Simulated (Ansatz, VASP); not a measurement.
# CSe2: VASP beside Ansatz

Wanted: the spread between two codes on one cell, functional and k mesh. The cell is generated by rule, not measured, and may not be a known phase. The cell is taken from a series of VASP runs on this material, whose earlier steps may have relaxed, scaled or displaced it; both programs get it as it stands.

Method: plane waves, with VASP 6.6.1 beside it; band structure at HSE06, in Ansatz 0.2.0.

The structure was built from a prototype and need not be the compound's stable phase.

**1. Starting point**

Symmetry: P-3m1, No. 164, trigonal system. The conventional cell has a = 3.083 Å, b = 3.083 Å, c = 5.817 Å, α = 90.00°, β = 90.00°, γ = 120.00°. C has 6 Se at 2.24 Å nearest. Nearest to Se lie 3 C at 2.24 Å. Farther neighbours and most contacts between anions are not listed.

As a file:

```xyz
3
Lattice="3.0830 0.0000 0.0000 -1.5415 2.6699 0.0000 0.0000 0.0000 5.8172" Properties=species:S:1:pos:R:3 pbc="T T T"
C     0.0000    0.0000    0.0000
Se    0.0000    1.7800    1.3530
Se    1.5415    0.8900    4.4643
```

**2. VASP: band structure, HSE06**

A single point gives forces, pressure and levels at one fixed geometry, so differences don't come from the geometry; what else differs is listed under the comparison.

Lines of VASP's logs that name or quote its potential files are left out, and so is its time.

The run reads the wave functions of an earlier VASP run, which isn't shown here.

File INCAR:

```
SYSTEM = CSe2
PREC = Accurate
ENCUT = 520
EDIFF = 1E-06
NELM = 100
ISMEAR = 0
SIGMA = 0.02
LREAL = .FALSE.
ALGO = Normal
LHFCALC = .TRUE.
AEXX = 0.25
GGA = PE
HFSCREEN = 0.2
LASPH = .TRUE.
NBANDS = 14
PRECFOCK = Fast
LORBIT = 11
LWAVE = .FALSE.
LCHARG = .FALSE.
KPAR = 4
ISIF = 2
```

File POSCAR:

```
CSe2
1.0
    3.0829854150      0.0000000000      0.0000000000
   -1.5414927080      2.6699436890      0.0000000000
    0.0000000000      0.0000000000      5.8172500000
C Se
1 2
Direct
    0.0000000000      0.0000000000      0.0000000000
    0.3333333330      0.6666666670      0.2325759247
    0.6666666670      0.3333333330      0.7674240753
```

File KPOINTS:

```
Automatic mesh
0
Gamma
6 6 4
0 0 0
```

File KPOINTS_OPT:

```
Line mode
8
Line-mode
Reciprocal
  0.00000000   0.00000000   0.00000000 GAMMA
  0.50000000   0.00000000   0.00000000 M

  0.50000000   0.00000000   0.00000000 M
  0.33333333   0.33333333   0.00000000 K

  0.33333333   0.33333333   0.00000000 K
  0.00000000   0.00000000   0.00000000 GAMMA

  0.00000000   0.00000000   0.00000000 GAMMA
  0.00000000   0.00000000   0.50000000 A

  0.00000000   0.00000000   0.50000000 A
  0.50000000   0.00000000   0.50000000 L

  0.50000000   0.00000000   0.50000000 L
  0.33333333   0.33333333   0.50000000 H

  0.33333333   0.33333333   0.50000000 H
  0.00000000   0.00000000   0.50000000 A

  0.50000000   0.00000000   0.50000000 L
  0.50000000   0.00000000   0.00000000 M

  0.33333333   0.33333333   0.00000000 K
  0.33333333   0.33333333   0.50000000 H
```

PAW data sets: C and Se (PBE family, release 64).

Started as:

```bash
$ mpirun -np 4 vasp_std
```

Numbers of over 12 decimals in the logs are rounded to 6 here.

The program printed:

```text
[banner, memory and clock lines left out]
running    4 mpi-ranks, on    1 nodes
 distrk:  each k-point on    1 cores,    4 groups
 distr:  one band on    1 cores,    1 groups

 POSCAR found type information on POSCAR C Se
 POSCAR found :  2 types and       3 ions
 LDA part: xc-table for (Slater+PW92), standard interpolation
 found WAVECAR, reading the header
 POSCAR, INCAR and KPOINTS ok, starting setup
 FFT: planning ... GRIDC
 FFT: planning ... GRID_SOFT
 FFT: planning ... GRID
 reading WAVECAR
 the WAVECAR file was read successfully
 initial charge from wavefunction
 entering main loop
       N       E                     dE             d eps       ncg     rms          rms(c)
DAV:   1    -0.147593454748E+02   -0.14759E+02   -0.59822E-01   696   0.597E+00    0.151E+00
DAV:   2    -0.147491903885E+02    0.10155E-01   -0.15197E-02   720   0.119E+00    0.880E-01
DAV:   3    -0.147485977720E+02    0.59262E-03   -0.80170E-03   744   0.658E-01    0.499E-01
DAV:   4    -0.147476000159E+02    0.99776E-03   -0.11843E-03   792   0.304E-01    0.281E-01
DAV:   5    -0.147474591184E+02    0.14090E-03   -0.60995E-04   846   0.189E-01    0.144E-01
DAV:   6    -0.147474287975E+02    0.30321E-04   -0.15482E-04   786   0.817E-02    0.658E-02
DAV:   7    -0.147474158892E+02    0.12908E-04   -0.27261E-05   756   0.435E-02    0.319E-02
DAV:   8    -0.147474155117E+02    0.37753E-06   -0.81860E-06   786   0.207E-02
   1 F= -.14747416E+02 E0= -.14746953E+02  d E =-.925639E-03
 Start KPOINTS_OPT (optional k-point list driver)
k-point batch [1-24\72]
       N       E                     dE             ncg
DAV:   1     0.111419105195E+04   -0.10080E+05      672
DAV:   2    -0.611838363994E+03   -0.17260E+04      884
DAV:   3    -0.784452961839E+03   -0.17261E+03      786
DAV:   4    -0.787829936877E+03   -0.33770E+01      870
DAV:   5    -0.787862414299E+03   -0.32477E-01      864
DAV:   6    -0.787862814322E+03   -0.40002E-03      828
DAV:   7    -0.787862820675E+03   -0.63535E-05      692
DAV:   8    -0.787862820862E+03   -0.18676E-06      624
[...]
k-point batch [49-72\72]
       N       E                     dE             ncg
DAV:   1     0.868057453571E+03   -0.13256E+05      672
DAV:   2    -0.745458428354E+03   -0.16135E+04      870
DAV:   3    -0.899597646358E+03   -0.15414E+03      798
DAV:   4    -0.902511934896E+03   -0.29143E+01      870
DAV:   5    -0.902540399829E+03   -0.28465E-01      882
DAV:   6    -0.902540746482E+03   -0.34665E-03      852
DAV:   7    -0.902540752488E+03   -0.60057E-05      662
DAV:   8    -0.902540752681E+03   -0.19334E-06      630
```

Parts of OUTCAR (step 2):

```text
ion  position               nearest neighbor table
   1  0.000  0.000  0.000-   2 2.24   3 2.24   3 2.24   2 2.24   3 2.24   2 2.24
   2  0.333  0.667  0.233-   1 2.24   1 2.24   1 2.24
   3  0.667  0.333  0.767-   1 2.24   1 2.24   1 2.24

  LATTYP: Found a hexagonal cell.
 ALAT       =     3.0829854150
 C/A-ratio  =     1.8868885891

 Subroutine GETGRP returns: Found 12 space group operations
 (whereof 12 operations were pure point group operations)

The static configuration has the point symmetry D_3d.

 Found     24 irreducible k-points:

   k-points           NKPTS =     24   k-points in BZ     NKDIM =    144   number of bands    NBANDS=     14

   dimension x,y,z NGX =    24 NGY =   24 NGZ =   48
   dimension x,y,z NGXF=    48 NGYF=   48 NGZF=   96

   ENCUT  =  520.0 eV  38.22 Ry    6.18 a.u.   5.73  5.73 10.82*2*pi/ulx,y,z

   NELECT =      16.0000    total number of electrons

 k-points in reciprocal lattice and weights: Automatic mesh
   0.00000000  0.00000000  0.00000000       0.007
   0.16666667  0.00000000  0.00000000       0.042
   0.33333333  0.00000000  0.00000000       0.042
   0.50000000  0.00000000  0.00000000       0.021
   0.16666667  0.16666667  0.00000000       0.042
   0.33333333  0.16666667  0.00000000       0.083
   0.33333333  0.33333333  0.00000000       0.014
   0.00000000  0.00000000  0.25000000       0.014
   0.16666667  0.00000000  0.25000000       0.042
[...]
0.33333333  0.16666667  0.50000000       0.083
   0.33333333  0.33333333  0.50000000       0.014

  exchange ACFDT corr.  =         0.00000000  see jH, gK, PRB 81, 115126

 average (electrostatic) potential at core
       1 -47.3008       2 -49.8635       3 -49.8635

 E-fermi :   6.0558

 k-point     1 :       0.0000    0.0000    0.0000
  band No.  band energies     occupation
    ...
      2     -10.6899      2.00000
      3      -4.9881      2.00000
      4       3.3305      2.00000
      5       3.9072      2.00000
      6       3.9072      2.00000
      7       6.4113      0.00000
      8       7.0580      0.00000
      9       7.0580      0.00000
     10      10.1106      0.00000
     11      10.1106      0.00000
    ...

 k-point     2 :       0.1667    0.0000    0.0000
  band No.  band energies     occupation
    ...
      3      -4.6637      2.00000
      4       0.7623      2.00000
      5       2.8865      2.00000
      6       3.0125      2.00000
      7       4.7538      2.00000
      8       7.1124      0.00000
      9       7.7697      0.00000
     10       8.8460      0.00000
     11      10.1159      0.00000
     12      11.0558      0.00000
    ...

 k-point     3 :       0.3333    0.0000    0.0000
  band No.  band energies     occupation
    ...
      4      -1.8039      2.00000
      5       0.1653      2.00000
      6       1.5970      2.00000
      7       3.9233      2.00000
      8       5.4843      2.00000
      9       6.3417      0.00000
     10       9.2520      0.00000
     11      10.2892      0.00000
     12      10.7593      0.00000
     13      12.8085      0.00000
    ...

  Total       -0.9241806     -0.9241806      1.0020642      0.0000000     -0.0000000     -0.0000000
  in kB      -30.9226100    -30.9226100     33.5285548      0.0000000     -0.0000000     -0.0000000
  external PRESSURE =      -9.4388884 kB  Pullay stress =       0.0000000 kB

  energy-cutoff  :      520.00
  volume of cell :       47.88
      direct lattice vectors                 reciprocal lattice vectors
     3.082985415  0.000000000  0.000000000     0.324360925  0.187269867  0.000000000
    -1.541492708  2.669943689  0.000000000     0.000000000  0.374539734  0.000000000
     0.000000000  0.000000000  5.817250000     0.000000000  0.000000000  0.171902531

 POSITION                                       TOTAL-FORCE (eV/Angst)
 -----------------------------------------------------------------------------------
      0.00000      0.00000      0.00000         0.000000     -0.000000     -0.000000
     -0.00000      1.77996      1.35295        -0.000000      0.000000     -0.178216
      1.54149      0.88998      4.46430         0.000000     -0.000000      0.178216
 -----------------------------------------------------------------------------------
    total drift:                                0.000000     -0.000000     -0.000003

  FREE ENERGIE OF THE ION-ELECTRON SYSTEM (eV)
  ---------------------------------------------------
  free  energy   TOTEN  =       -14.7474155117 eV

  energy  without entropy=      -14.7464898726  energy(sigma->0) =      -14.74695269

 total charge
# of ion       s       p       d       tot
------------------------------------------
    1        0.943   1.196   0.000   2.139
    2        1.541   2.124   0.084   3.749
    3        1.541   2.124   0.084   3.749
--------------------------------------------------
tot          4.024   5.444   0.168   9.636

[... 3 further parts left out ...]
```

The run ends at a pressure of -0.94 GPa, with forces up to 0.18 eV/Å.

[end of part 1 of 2]

[Lines on the potential files, build, host, timing and source positions are cut from VASP's logs without a mark.]

[Logs are printed without paths, hosts, clocks, repeated set-up lines and the standing remarks that a program may print on its own settings, such as how far it seeks lower states.]

[Hosts, paths, dates, database ids (printed as entryN), source tags and the programs' standing remarks are cut or masked in the printed files.]
